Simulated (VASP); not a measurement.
**SrTiO3 (Tausonite): the band gap up a ladder of functionals**

Wanted: bands and gap of SrTiO3 (Tausonite) from one functional after another. The levels: LDA, PBEsol, PBE, r2SCAN, TB-mBJ, LAK, BLYP, HSE06, HSE03, r2SCAN0 and PBE + SOC. LASPH is on for some levels and off for others; the table marks which. The start is a cell from a database of measured crystal structures.

Method: LDA; plane waves and PAW (Sr_sv, Ti_sv, O), in the first sound run; inputs show where later runs differ, in VASP 6.6.1.

Report form: the programs' logs are mostly left out.

### 1. The structure

Symmetry: Pm-3m, No. 221, cubic system. Conventional cell: a = 3.905 Å, b = 3.905 Å, c = 3.905 Å, α = 90.00°, β = 90.00°, γ = 90.00°. Nearest to Sr lie 12 O at 2.76 Å. Nearest to Ti lie 6 O at 1.95 Å. Nearest to O lie 2 Ti at 1.95 Å and 4 Sr at 2.76 Å. Farther neighbours and most contacts between anions are not listed.

As a file:

```
Sr Ti O
1.0
     3.90528    0.00000    0.00000
     0.00000    3.90528    0.00000
     0.00000    0.00000    3.90528
Sr Ti O
1 1 3
Cartesian
  1.9526 1.9526 1.9526
  0.0000 0.0000 0.0000
  1.9526 0.0000 0.0000
  0.0000 1.9526 0.0000
  0.0000 0.0000 1.9526
```

### 2. Bands with LDA, k 4×4×4

The mesh alone shows little of the dispersion and can miss band extrema, so KPOINTS_OPT adds a path through the symmetry points after the self-consistent cycle. LDA, the lowest rung, knows the local density alone.

INCAR reads:

```
SYSTEM = SrTiO3
PREC = Accurate
ENCUT = 520
EDIFF = 1E-06
NELM = 100
ISMEAR = 0
SIGMA = 0.02
LREAL = .FALSE.
ALGO = Normal
GGA = CA
NBANDS = 35
LORBIT = 11
LWAVE = .FALSE.
LCHARG = .FALSE.
KPAR = 8
```

POSCAR reads:

```
SrTiO3
1.0
    3.9052800000      0.0000000000      0.0000000000
    0.0000000000      3.9052800000      0.0000000000
    0.0000000000      0.0000000000      3.9052800000
Sr Ti O
1 1 3
Direct
    0.5000000000      0.5000000000      0.5000000000
    0.0000000000      0.0000000000      0.0000000000
    0.5000000000      0.0000000000      0.0000000000
    0.0000000000      0.5000000000      0.0000000000
    0.0000000000      0.0000000000      0.5000000000
```

KPOINTS reads:

```
Automatic mesh
0
Gamma
4 4 4
0 0 0
```

KPOINTS_OPT reads:

```
Line mode
16
Line-mode
Reciprocal
  0.00000000   0.00000000   0.00000000 GAMMA
  0.00000000   0.50000000   0.00000000 X

  0.00000000   0.50000000   0.00000000 X
  0.50000000   0.50000000   0.00000000 M

  0.50000000   0.50000000   0.00000000 M
  0.00000000   0.00000000   0.00000000 GAMMA

  0.00000000   0.00000000   0.00000000 GAMMA
  0.50000000   0.50000000   0.50000000 R

  0.50000000   0.50000000   0.50000000 R
  0.00000000   0.50000000   0.00000000 X

  0.50000000   0.50000000   0.00000000 M
  0.50000000   0.50000000   0.50000000 R
```

Potentials, in the order of the species: Sr_sv, Ti_sv and O (PBE family, release 64).

Command:

```bash
> mpirun -np 8 vasp_std
```

It took 16 s on 8 MPI ranks of AMD EPYC 9R45, shared host; peak memory 1.4 GiB; 2 min of CPU time.

The PAW data sets were made with PBE, though LDA sets exist; this is a small mismatch. At this level the cell is under a tension of 6.3 GPa, so at these settings it is away from equilibrium.

Numbers from this step:

```yaml
scf_cycles: 15
electrons: 40
bands: 35
irreducible_k_points: 10
symmetry_operations: 48
free_energy_toten: -44.27 eV
fermi_energy: 3.916 eV
pressure: -6.252 GPa
metallic: no
least_gap_on_mesh_and_path: 1.725 eV
least_direct_gap_on_mesh_and_path: 2.084 eV
valence_top_at_k: 0.5, 0.5, 0.5
conduction_bottom_at_k: 0, 0, 0
least_direct_gap_at_k: 0, 0, 0
```

The electronic bands at the labelled points (eV, zero at the valence-band top; v1 is the highest filled band, c1 the lowest empty one):

```tsv
point	v4	v3	v2	v1	c1	c2	c3	c4
Γ	-1.19	-0.36	-0.36	-0.36	1.73	1.73	1.73	4.30
0.47 of the way	-1.61	-1.59	-0.59	-0.59	1.80	2.73	2.73	4.32
X	-2.40	-2.05	-0.74	-0.74	1.90	3.71	3.71	4.32
0.47 of the way	-1.95	-1.45	-1.30	-0.74	2.80	3.72	3.80	5.02
M	-1.74	-1.59	-1.59	-0.10	3.72	3.72	4.16	5.29
0.47 of the way	-1.79	-1.41	-1.16	-0.70	2.88	3.03	3.29	4.99
Γ	-1.19	-0.36	-0.36	-0.36	1.73	1.73	1.73	4.30
0.53 of the way	-3.01	-0.91	-0.91	-0.57	3.38	3.43	3.43	6.66
R	-3.79	0.00	0.00	0.00	4.40	4.40	4.40	6.84
0.47 of the way	-2.92	-0.90	-0.75	-0.46	3.51	3.94	3.97	6.62
X	-2.40	-2.05	-0.74	-0.74	1.90	3.71	3.71	4.32
jump to M	-1.74	-1.59	-1.59	-0.10	3.72	3.72	4.16	5.29
0.53 of the way	-3.31	-0.61	-0.61	-0.04	4.04	4.04	4.29	6.82
R	-3.79	0.00	0.00	0.00	4.40	4.40	4.40	6.84
```

Of the projections kept (Sr, Ti, O), the largest for each band there; the rest of the weight can lie on other orbitals:

```tsv
point	v4	v3	v2	v1	c1	c2	c3	c4
Γ	O 1.00	O 0.95	O 0.95	O 0.95	Ti 0.97	Ti 0.97	Ti 0.97	Ti 0.95
X	O 0.73	O 0.91	O 0.93	O 0.93	Ti 1.00	Ti 0.79	Ti 0.79	Ti 0.95
M	O 0.85	O 0.93	O 0.93	O 0.98	Ti 0.81	Ti 0.81	Ti 0.87	Ti 0.88
Γ	O 1.00	O 0.95	O 0.95	O 0.95	Ti 0.97	Ti 0.97	Ti 0.97	Ti 0.95
R	O 0.66	O 1.00	O 1.00	O 1.00	Ti 0.84	Ti 0.84	Ti 0.84	Sr 0.84
X	O 0.73	O 0.91	O 0.93	O 0.93	Ti 1.00	Ti 0.79	Ti 0.79	Ti 0.95
```

The gap is 1.73 eV, indirect, from R to Γ.

### 3. Bands with PBEsol, k 4×4×4

This step: PBEsol; plane waves and PAW (Sr_sv, Ti_sv, O) (VASP 6.6.1).

PBEsol restores the gradient expansion of exchange and is tuned for the cells of solids.

Edit INCAR of step 2 so:

```diff
@@ -9,3 +9,3 @@
 ALGO = Normal
-GGA = CA
+GGA = PS
 NBANDS = 35
```

POSCAR is that of step 2.

KPOINTS is that of step 2.

KPOINTS_OPT is that of step 2.

Command:

```bash
> mpirun -np 8 vasp_std
```

Elapsed: 16 s, on 8 MPI ranks; peak memory 1.5 GiB; 2.1 min of CPU time.

The PAW data sets were made with PBE, which is usual practice but a small mismatch for other functionals.

This step gave:

```yaml
free_energy_toten: -42.00 eV
fermi_energy: 4.286 eV
pressure: -1.267 GPa
least_gap_on_mesh_and_path: 1.780 eV
least_direct_gap_on_mesh_and_path: 2.14 eV
```

The electronic bands at the labelled points (eV, zero at the valence-band top; v1 is the highest filled band, c1 the lowest empty one):

```tsv
point	v4	v3	v2	v1	c1	c2	c3	c4
Γ	-1.19	-0.36	-0.36	-0.36	1.78	1.78	1.78	4.31
0.47 of the way	-1.60	-1.59	-0.59	-0.59	1.86	2.77	2.77	4.32
X	-2.40	-2.03	-0.74	-0.74	1.96	3.76	3.76	4.33
0.47 of the way	-1.95	-1.45	-1.30	-0.74	2.85	3.76	3.85	5.03
M	-1.75	-1.59	-1.59	-0.10	3.77	3.77	4.21	5.29
0.47 of the way	-1.78	-1.42	-1.16	-0.70	2.93	3.07	3.34	4.99
Γ	-1.19	-0.36	-0.36	-0.36	1.78	1.78	1.78	4.31
0.53 of the way	-3.02	-0.91	-0.91	-0.57	3.43	3.48	3.48	6.68
R	-3.79	0.00	0.00	0.00	4.44	4.44	4.44	6.86
0.47 of the way	-2.92	-0.90	-0.75	-0.46	3.55	3.98	4.01	6.63
X	-2.40	-2.03	-0.74	-0.74	1.96	3.76	3.76	4.33
jump to M	-1.75	-1.59	-1.59	-0.10	3.77	3.77	4.21	5.29
0.53 of the way	-3.32	-0.61	-0.61	-0.04	4.08	4.08	4.34	6.83
R	-3.79	0.00	0.00	0.00	4.44	4.44	4.44	6.86
```

Of the projections kept (Sr, Ti, O), the largest for each band there; the rest of the weight can lie on other orbitals:

```tsv
point	v4	v3	v2	v1	c1	c2	c3	c4
Γ	O 1.00	O 0.95	O 0.95	O 0.95	Ti 0.97	Ti 0.97	Ti 0.97	Ti 0.95
X	O 0.73	O 0.91	O 0.93	O 0.93	Ti 1.00	Ti 0.80	Ti 0.80	Ti 0.95
M	O 0.85	O 0.93	O 0.93	O 0.98	Ti 0.81	Ti 0.81	Ti 0.87	Ti 0.88
Γ	O 1.00	O 0.95	O 0.95	O 0.95	Ti 0.97	Ti 0.97	Ti 0.97	Ti 0.95
R	O 0.67	O 1.00	O 1.00	O 1.00	Ti 0.85	Ti 0.85	Ti 0.85	Sr 0.85
X	O 0.73	O 0.91	O 0.93	O 0.93	Ti 1.00	Ti 0.80	Ti 0.80	Ti 0.95
```

The gap is 1.78 eV, indirect, from R to Γ. Against LDA that is +0.05 eV; the cost is about the same.

### 4. Bands with PBE, k 4×4×4

This step: PBE; plane waves and PAW (Sr_sv, Ti_sv, O) (VASP 6.6.1).

PBE, the usual starting point, adds the gradient of the density.

Edit INCAR of step 3 so:

```diff
@@ -9,3 +9,3 @@
 ALGO = Normal
-GGA = PS
+GGA = PE
 NBANDS = 35
```

POSCAR is that of step 3.

KPOINTS is that of step 3.

KPOINTS_OPT is that of step 3.

Command:

```bash
> mpirun -np 8 vasp_std
```

Wall time 16 s (8 MPI ranks); peak memory 1.5 GiB.

At this level the cell is under a pressure of 5.0 GPa, so at these settings it is away from equilibrium.

Electronic bands along the path, in eV, zero at the valence-band top; v1 is the highest filled band, c1 the lowest empty one:

```tsv
point	v4	v3	v2	v1	c1	c2	c3	c4
Γ	-1.17	-0.36	-0.36	-0.36	1.83	1.83	1.83	4.29
0.47 of the way	-1.57	-1.57	-0.58	-0.58	1.91	2.80	2.80	4.29
X	-2.36	-1.99	-0.73	-0.73	2.00	3.76	3.76	4.30
0.47 of the way	-1.92	-1.44	-1.28	-0.72	2.87	3.76	3.86	5.00
M	-1.73	-1.57	-1.57	-0.09	3.77	3.77	4.22	5.27
0.47 of the way	-1.75	-1.40	-1.14	-0.69	2.95	3.09	3.37	4.96
Γ	-1.17	-0.36	-0.36	-0.36	1.83	1.83	1.83	4.29
0.53 of the way	-2.98	-0.89	-0.89	-0.56	3.45	3.50	3.50	6.65
R	-3.74	0.00	0.00	0.00	4.44	4.44	4.44	6.94
0.47 of the way	-2.88	-0.88	-0.73	-0.45	3.56	3.99	4.02	6.60
X	-2.36	-1.99	-0.73	-0.73	2.00	3.76	3.76	4.30
jump to M	-1.73	-1.57	-1.57	-0.09	3.77	3.77	4.22	5.27
0.53 of the way	-3.29	-0.60	-0.60	-0.04	4.08	4.08	4.34	6.84
R	-3.74	0.00	0.00	0.00	4.44	4.44	4.44	6.94
```

Of the projections kept (Sr, Ti, O), the largest for each band there; the rest of the weight can lie on other orbitals:

```tsv
point	v4	v3	v2	v1	c1	c2	c3	c4
Γ	O 1.00	O 0.96	O 0.95	O 0.96	Ti 0.97	Ti 0.97	Ti 0.97	Ti 0.95
X	O 0.74	O 0.92	O 0.94	O 0.94	Ti 1.00	Ti 0.80	Ti 0.80	Ti 0.95
M	O 0.85	O 0.94	O 0.94	O 0.98	Ti 0.82	Ti 0.82	Ti 0.87	Ti 0.88
Γ	O 1.00	O 0.96	O 0.96	O 0.96	Ti 0.97	Ti 0.97	Ti 0.97	Ti 0.95
R	O 0.68	O 1.00	O 1.00	O 1.00	Ti 0.85	Ti 0.85	Ti 0.85	Sr 0.85
X	O 0.74	O 0.92	O 0.94	O 0.94	Ti 1.00	Ti 0.80	Ti 0.80	Ti 0.95
```

The gap is 1.83 eV, indirect, from R to Γ. Against LDA that is +0.11 eV; the cost is about the same.

### 5. Bands with r2SCAN, k 4×4×4

This step: r2SCAN; plane waves and PAW (Sr_sv, Ti_sv, O) (VASP 6.6.1).

r2SCAN adds the kinetic-energy density, costs more than a GGA and is run with LASPH.

Edit INCAR of step 4 so:

```diff
@@ -9,3 +9,4 @@
 ALGO = Normal
-GGA = PE
+METAGGA = R2SCAN
+LASPH = .TRUE.
 NBANDS = 35
```

POSCAR is that of step 4.

KPOINTS is that of step 4.

KPOINTS_OPT is that of step 4.

Command:

```bash
> mpirun -np 8 vasp_std
```

Elapsed: 59 s, on 8 MPI ranks; peak memory 1.5 GiB.

Electronic bands along the path, in eV, zero at the valence-band top; v1 is the highest filled band, c1 the lowest empty one:

```tsv
point	v4	v3	v2	v1	c1	c2	c3	c4
Γ	-1.21	-0.38	-0.38	-0.38	2.26	2.26	2.26	4.58
0.47 of the way	-1.60	-1.59	-0.61	-0.61	2.33	3.20	3.20	4.59
X	-2.37	-2.01	-0.77	-0.77	2.42	4.16	4.16	4.59
0.47 of the way	-1.94	-1.47	-1.31	-0.73	3.27	4.16	4.28	5.33
M	-1.80	-1.61	-1.61	-0.09	4.17	4.17	4.65	5.63
0.47 of the way	-1.78	-1.44	-1.16	-0.71	3.35	3.48	3.79	5.29
Γ	-1.21	-0.38	-0.38	-0.38	2.26	2.26	2.26	4.58
0.53 of the way	-3.02	-0.91	-0.91	-0.58	3.87	3.91	3.91	7.04
R	-3.80	0.00	0.00	0.00	4.86	4.86	4.86	7.63
0.47 of the way	-2.93	-0.90	-0.73	-0.46	3.98	4.41	4.44	7.00
X	-2.37	-2.01	-0.77	-0.77	2.42	4.16	4.16	4.59
jump to M	-1.80	-1.61	-1.61	-0.09	4.17	4.17	4.65	5.63
0.53 of the way	-3.40	-0.60	-0.60	-0.04	4.50	4.50	4.77	7.34
R	-3.80	0.00	0.00	0.00	4.86	4.86	4.86	7.63
```

Of the projections kept (Sr, Ti, O), the largest for each band there; the rest of the weight can lie on other orbitals:

```tsv
point	v4	v3	v2	v1	c1	c2	c3	c4
Γ	O 1.00	O 0.96	O 0.96	O 0.96	Ti 0.98	Ti 0.98	Ti 0.98	Ti 0.95
X	O 0.76	O 0.92	O 0.94	O 0.94	Ti 1.00	Ti 0.82	Ti 0.82	Ti 0.95
M	O 0.85	O 0.94	O 0.94	O 0.98	Ti 0.83	Ti 0.83	Ti 0.88	Ti 0.88
Γ	O 1.00	O 0.96	O 0.96	O 0.96	Ti 0.98	Ti 0.98	Ti 0.98	Ti 0.95
R	O 0.69	O 1.00	O 1.00	O 1.00	Ti 0.86	Ti 0.86	Ti 0.86	Sr 0.86
X	O 0.76	O 0.92	O 0.94	O 0.94	Ti 1.00	Ti 0.82	Ti 0.82	Ti 0.95
```

The gap is 2.26 eV, indirect, from R to Γ. Against LDA that is +0.53 eV; this run took 3.7 times the core time.

### 6. Bands with TB-mBJ, k 4×4×4

This step: TB-mBJ; plane waves and PAW (Sr_sv, Ti_sv, O) (VASP 6.6.1).

TB-mBJ is a local potential fitted to gaps: it costs far less than a hybrid but gives no energy.

Edit INCAR of step 5 so:

```diff
@@ -4,3 +4,3 @@
 EDIFF = 1E-06
-NELM = 100
+NELM = 150
 ISMEAR = 0
@@ -9,3 +9,3 @@
 ALGO = Normal
-METAGGA = R2SCAN
+METAGGA = MBJ
 LASPH = .TRUE.
```

POSCAR is that of step 5.

KPOINTS is that of step 5.

KPOINTS_OPT is that of step 5.

Command:

```bash
> mpirun -np 8 vasp_std
```

It took 41 s on 8 MPI ranks; peak memory 1.6 GiB; 5.3 min of CPU time.

This functional is a potential without an energy, so its energies, forces and stress mean nothing and are not read.

Electronic bands along the path, in eV, zero at the valence-band top; v1 is the highest filled band, c1 the lowest empty one:

```tsv
point	v4	v3	v2	v1	c1	c2	c3	c4
Γ	-1.10	-0.42	-0.42	-0.42	2.81	2.81	2.81	4.24
0.47 of the way	-1.46	-1.38	-0.62	-0.62	2.86	3.59	3.59	4.24
X	-2.06	-1.69	-0.77	-0.77	2.94	4.25	4.43	4.43
0.47 of the way	-1.69	-1.35	-1.22	-0.63	3.65	4.44	4.61	5.01
M	-1.70	-1.44	-1.44	-0.08	4.44	4.44	4.97	5.33
0.47 of the way	-1.59	-1.30	-1.08	-0.64	3.73	3.83	4.18	4.98
Γ	-1.10	-0.42	-0.42	-0.42	2.81	2.81	2.81	4.24
0.53 of the way	-2.72	-0.82	-0.82	-0.52	4.22	4.27	4.27	6.72
R	-3.40	0.00	0.00	0.00	5.12	5.12	5.12	7.93
0.47 of the way	-2.63	-0.80	-0.64	-0.40	4.31	4.71	4.74	6.70
X	-2.06	-1.69	-0.77	-0.77	2.94	4.25	4.43	4.43
jump to M	-1.70	-1.44	-1.44	-0.08	4.44	4.44	4.97	5.33
0.53 of the way	-3.11	-0.52	-0.52	-0.04	4.78	4.78	5.05	7.14
R	-3.40	0.00	0.00	0.00	5.12	5.12	5.12	7.93
```

Of the projections kept (Sr, Ti, O), the largest for each band there; the rest of the weight can lie on other orbitals:

```tsv
point	v4	v3	v2	v1	c1	c2	c3	c4
Γ	O 1.00	O 0.96	O 0.96	O 0.96	Ti 0.98	Ti 0.98	Ti 0.98	Ti 0.96
X	O 0.80	O 0.94	O 0.94	O 0.94	Ti 1.00	Ti 0.96	Ti 0.84	Ti 0.84
M	O 0.86	O 0.96	O 0.96	O 0.99	Ti 0.85	Ti 0.85	Ti 0.88	Ti 0.88
Γ	O 1.00	O 0.96	O 0.96	O 0.96	Ti 0.98	Ti 0.98	Ti 0.98	Ti 0.96
R	O 0.74	O 1.00	O 1.00	O 1.00	Ti 0.87	Ti 0.87	Ti 0.87	Sr 0.90
X	O 0.80	O 0.94	O 0.94	O 0.94	Ti 1.00	Ti 0.96	Ti 0.84	Ti 0.84
```

The gap is 2.81 eV, indirect, from R to Γ. Against LDA that is +1.08 eV; this run took 2.6 times the core time.

### 7. Bands with LAK, k 4×4×4

This step: LAK; plane waves and PAW (Sr_sv, Ti_sv, O) (VASP 6.6.1).

LAK is a meta-GGA built to open gaps without exact exchange.

Edit INCAR of step 6 so:

```diff
@@ -4,3 +4,3 @@
 EDIFF = 1E-06
-NELM = 150
+NELM = 100
 ISMEAR = 0
@@ -9,3 +9,3 @@
 ALGO = Normal
-METAGGA = MBJ
+METAGGA = LAK
 LASPH = .TRUE.
```

POSCAR is that of step 6.

KPOINTS is that of step 6.

KPOINTS_OPT is that of step 6.

Command:

```bash
> mpirun -np 8 vasp_std
```

Wall time 68 s (8 MPI ranks); peak memory 1.5 GiB.

At this level the cell is under a pressure of 5.7 GPa, so at these settings it is away from equilibrium.

The electronic bands at the labelled points (eV, zero at the valence-band top; v1 is the highest filled band, c1 the lowest empty one):

```tsv
point	v4	v3	v2	v1	c1	c2	c3	c4
Γ	-1.20	-0.41	-0.41	-0.41	2.46	2.46	2.46	4.68
0.47 of the way	-1.58	-1.58	-0.63	-0.63	2.54	3.37	3.37	4.69
X	-2.31	-1.98	-0.79	-0.79	2.63	4.32	4.32	4.70
0.47 of the way	-1.91	-1.47	-1.32	-0.72	3.45	4.33	4.45	5.45
M	-1.81	-1.59	-1.59	-0.09	4.33	4.33	4.81	5.75
0.47 of the way	-1.77	-1.43	-1.17	-0.70	3.53	3.66	3.97	5.41
Γ	-1.20	-0.41	-0.41	-0.41	2.46	2.46	2.46	4.68
0.53 of the way	-2.99	-0.90	-0.90	-0.57	4.05	4.08	4.08	7.16
R	-3.74	0.00	0.00	0.00	5.03	5.03	5.03	7.74
0.47 of the way	-2.89	-0.89	-0.72	-0.45	4.15	4.58	4.60	7.12
X	-2.31	-1.98	-0.79	-0.79	2.63	4.32	4.32	4.70
jump to M	-1.81	-1.59	-1.59	-0.09	4.33	4.33	4.81	5.75
0.53 of the way	-3.41	-0.59	-0.59	-0.04	4.67	4.67	4.93	7.48
R	-3.74	0.00	0.00	0.00	5.03	5.03	5.03	7.74
```

Of the projections kept (Sr, Ti, O), the largest for each band there; the rest of the weight can lie on other orbitals:

```tsv
point	v4	v3	v2	v1	c1	c2	c3	c4
Γ	O 1.00	O 0.96	O 0.96	O 0.96	Ti 0.98	Ti 0.98	Ti 0.98	Ti 0.95
X	O 0.77	O 0.93	O 0.94	O 0.94	Ti 1.00	Ti 0.83	Ti 0.83	Ti 0.95
M	O 0.85	O 0.94	O 0.94	O 0.98	Ti 0.84	Ti 0.84	Ti 0.88	Ti 0.88
Γ	O 1.00	O 0.96	O 0.96	O 0.96	Ti 0.98	Ti 0.98	Ti 0.98	Ti 0.95
R	O 0.71	O 1.00	O 1.00	O 1.00	Ti 0.86	Ti 0.86	Ti 0.86	Sr 0.87
X	O 0.77	O 0.93	O 0.94	O 0.94	Ti 1.00	Ti 0.83	Ti 0.83	Ti 0.95
```

The gap is 2.46 eV, indirect, from R to Γ. Against LDA that is +0.74 eV; this run took 4.2 times the core time.

### 8. Bands with BLYP, k 4×4×4

This step: BLYP; plane waves and PAW (Sr_sv, Ti_sv, O) (VASP 6.6.1).

BLYP comes from molecular chemistry and underbinds dense solids.

Edit INCAR of step 7 so:

```diff
@@ -9,4 +9,7 @@
 ALGO = Normal
-METAGGA = LAK
-LASPH = .TRUE.
+GGA = B5
+ALDAX = 1
+AGGAX = 1
+AGGAC = 1
+ALDAC = 0
 NBANDS = 35
```

POSCAR is that of step 7.

KPOINTS is that of step 7.

KPOINTS_OPT is that of step 7.

Command:

```bash
> mpirun -np 8 vasp_std
```

Wall time 24 s (8 MPI ranks); peak memory 1.5 GiB.

At this level the cell is under a pressure of 10.2 GPa, so at these settings it is away from equilibrium.

Electronic bands along the path, in eV, zero at the valence-band top; v1 is the highest filled band, c1 the lowest empty one:

```tsv
point	v4	v3	v2	v1	c1	c2	c3	c4
Γ	-1.15	-0.35	-0.35	-0.35	1.85	1.85	1.85	4.24
0.47 of the way	-1.54	-1.53	-0.57	-0.57	1.92	2.79	2.79	4.25
X	-2.31	-1.94	-0.72	-0.72	2.01	3.72	3.72	4.26
0.47 of the way	-1.87	-1.41	-1.25	-0.71	2.85	3.72	3.82	4.96
M	-1.68	-1.53	-1.53	-0.09	3.72	3.72	4.17	5.25
0.47 of the way	-1.72	-1.37	-1.11	-0.68	2.93	3.07	3.35	4.93
Γ	-1.15	-0.35	-0.35	-0.35	1.85	1.85	1.85	4.24
0.53 of the way	-2.91	-0.87	-0.87	-0.55	3.42	3.47	3.47	6.59
R	-3.68	0.00	0.00	0.00	4.39	4.39	4.39	7.04
0.47 of the way	-2.83	-0.87	-0.71	-0.44	3.54	3.95	3.98	6.55
X	-2.31	-1.94	-0.72	-0.72	2.01	3.72	3.72	4.26
jump to M	-1.68	-1.53	-1.53	-0.09	3.72	3.72	4.17	5.25
0.53 of the way	-3.24	-0.58	-0.58	-0.04	4.04	4.04	4.29	6.86
R	-3.68	0.00	0.00	0.00	4.39	4.39	4.39	7.04
```

Of the projections kept (Sr, Ti, O), the largest for each band there; the rest of the weight can lie on other orbitals:

```tsv
point	v4	v3	v2	v1	c1	c2	c3	c4
Γ	O 1.00	O 0.96	O 0.96	O 0.96	Ti 0.98	Ti 0.98	Ti 0.98	Ti 0.95
X	O 0.74	O 0.92	O 0.94	O 0.94	Ti 1.00	Ti 0.80	Ti 0.80	Ti 0.95
M	O 0.85	O 0.94	O 0.94	O 0.98	Ti 0.82	Ti 0.82	Ti 0.87	Ti 0.88
Γ	O 1.00	O 0.96	O 0.96	O 0.96	Ti 0.98	Ti 0.98	Ti 0.98	Ti 0.95
R	O 0.68	O 1.00	O 1.00	O 1.00	Ti 0.85	Ti 0.85	Ti 0.85	Sr 0.86
X	O 0.74	O 0.92	O 0.94	O 0.94	Ti 1.00	Ti 0.80	Ti 0.80	Ti 0.95
```

The gap is 1.85 eV, indirect, from R to Γ. Against LDA that is +0.13 eV; this run took 1.5 times the core time.

### 9. Starting orbitals for the hybrid

This step: PBE; plane waves and PAW (Sr_sv, Ti_sv, O) (VASP 6.6.1).

A hybrid converges badly from random orbitals, so a cheap semilocal run writes a WAVECAR on the same mesh first.

INCAR reads:

```
SYSTEM = SrTiO3
PREC = Accurate
ENCUT = 520
EDIFF = 1E-05
NELM = 100
ISMEAR = 0
SIGMA = 0.02
LREAL = .FALSE.
ALGO = Normal
GGA = PE
NBANDS = 26
LORBIT = 11
LWAVE = .TRUE.
LCHARG = .FALSE.
KPAR = 8
```

POSCAR is that of step 8.

KPOINTS is that of step 8.

Command:

```bash
> mpirun -np 8 vasp_std
```

Elapsed: 4 s, on 8 MPI ranks; peak memory 1.3 GiB; 27 s of CPU time.

The gap is read on the k-mesh alone, so it is an upper bound where the band edges lie off the mesh. At this level the cell is under a pressure of 5.1 GPa, so at these settings it is away from equilibrium.

A gap read on the k-mesh alone can miss the band edges.

This step gave:

* bands: 26
* free energy (TOTEN): -40.06 eV
* Fermi energy: 4.328 eV
* pressure: 5.076 GPa
* gap on the k-mesh: 1.831 eV
* least direct gap on the k-mesh: 2.188 eV

### 10. Bands with HSE06, k 4×4×4

This step: HSE06; plane waves and PAW (Sr_sv, Ti_sv, O) (VASP 6.6.1).

HSE06 mixes in a quarter of exact exchange at short range, at far higher cost; in semiconductors this cures much of the gap error, while metals seldom gain.

INCAR reads:

```
SYSTEM = SrTiO3
PREC = Accurate
ENCUT = 520
EDIFF = 1E-06
NELM = 100
ISMEAR = 0
SIGMA = 0.02
LREAL = .FALSE.
ALGO = Normal
LHFCALC = .TRUE.
AEXX = 0.25
GGA = PE
HFSCREEN = 0.2
LASPH = .TRUE.
NBANDS = 26
PRECFOCK = Fast
LORBIT = 11
LWAVE = .FALSE.
LCHARG = .FALSE.
KPAR = 8
```

POSCAR is that of step 9.

KPOINTS is that of step 9.

Edit KPOINTS_OPT of step 8 so:

```diff
@@ -1,3 +1,3 @@
 Line mode
-16
+6
 Line-mode
```

The WAVECAR or CHGCAR of an earlier step is read.

Command:

```bash
> mpirun -np 8 vasp_std
```

Run time: 8.7 min. Hardware: 8 MPI ranks; peak memory 2.5 GiB; 69 min of CPU time.

Electronic bands along the path, in eV, zero at the valence-band top; v1 is the highest filled band, c1 the lowest empty one:

```tsv
point	v4	v3	v2	v1	c1	c2	c3	c4
Γ	-1.26	-0.38	-0.38	-0.38	3.31	3.31	3.31	5.73
0.60 of the way	-2.09	-1.83	-0.70	-0.70	3.43	4.76	4.76	5.74
X	-2.51	-2.09	-0.80	-0.80	3.50	5.43	5.43	5.75
0.40 of the way	-2.12	-1.45	-1.27	-0.95	4.23	5.44	5.53	6.40
M	-1.96	-1.71	-1.71	-0.09	5.45	5.45	6.01	6.81
0.60 of the way	-1.60	-1.33	-0.91	-0.90	4.08	4.22	4.51	6.25
Γ	-1.26	-0.38	-0.38	-0.38	3.31	3.31	3.31	5.73
0.60 of the way	-3.52	-0.83	-0.83	-0.47	5.36	5.41	5.41	8.74
R	-4.05	0.00	0.00	0.00	6.25	6.25	6.25	8.67
0.40 of the way	-3.42	-0.77	-0.61	-0.34	5.47	5.82	5.86	8.67
X	-2.51	-2.09	-0.80	-0.80	3.50	5.43	5.43	5.75
jump to M	-1.96	-1.71	-1.71	-0.09	5.45	5.45	6.01	6.81
0.60 of the way	-3.81	-0.48	-0.48	-0.03	5.91	5.91	6.17	8.71
R	-4.05	0.00	0.00	0.00	6.25	6.25	6.25	8.67
```

Of the projections kept (Sr, Ti, O), the largest for each band there; the rest of the weight can lie on other orbitals:

```tsv
point	v4	v3	v2	v1	c1	c2	c3	c4
Γ	O 1.00	O 0.95	O 0.95	O 0.95	Ti 0.97	Ti 0.97	Ti 0.97	Ti 0.95
X	O 0.77	O 0.93	O 0.94	O 0.94	Ti 1.00	Ti 0.83	Ti 0.83	Ti 0.95
M	O 0.84	O 0.93	O 0.93	O 0.98	Ti 0.84	Ti 0.84	Ti 0.88	Ti 0.88
Γ	O 1.00	O 0.95	O 0.95	O 0.95	Ti 0.97	Ti 0.97	Ti 0.97	Ti 0.95
R	O 0.69	O 1.00	O 1.00	O 1.00	Ti 0.86	Ti 0.86	Ti 0.86	Sr 0.85
X	O 0.77	O 0.93	O 0.94	O 0.94	Ti 1.00	Ti 0.83	Ti 0.83	Ti 0.95
```

The gap is 3.31 eV, indirect, from R to Γ. Against LDA that is +1.59 eV; this run took 33 times the core time, on fewer points of the path.

(Continued in part 2 of 2.)

[Lines on the potential files, build, host, timing and source positions are cut from VASP's logs without a mark.]

[Logs are printed without paths, hosts, clocks, repeated set-up lines and the standing remarks that a program may print on its own settings, such as how far it seeks lower states.]

[Hosts, paths, dates, database ids (printed as entryN), source tags and the programs' standing remarks are cut or masked in the printed files.]

[A measured line is paired with the nearest computed mode of its activity, which favours agreement.]
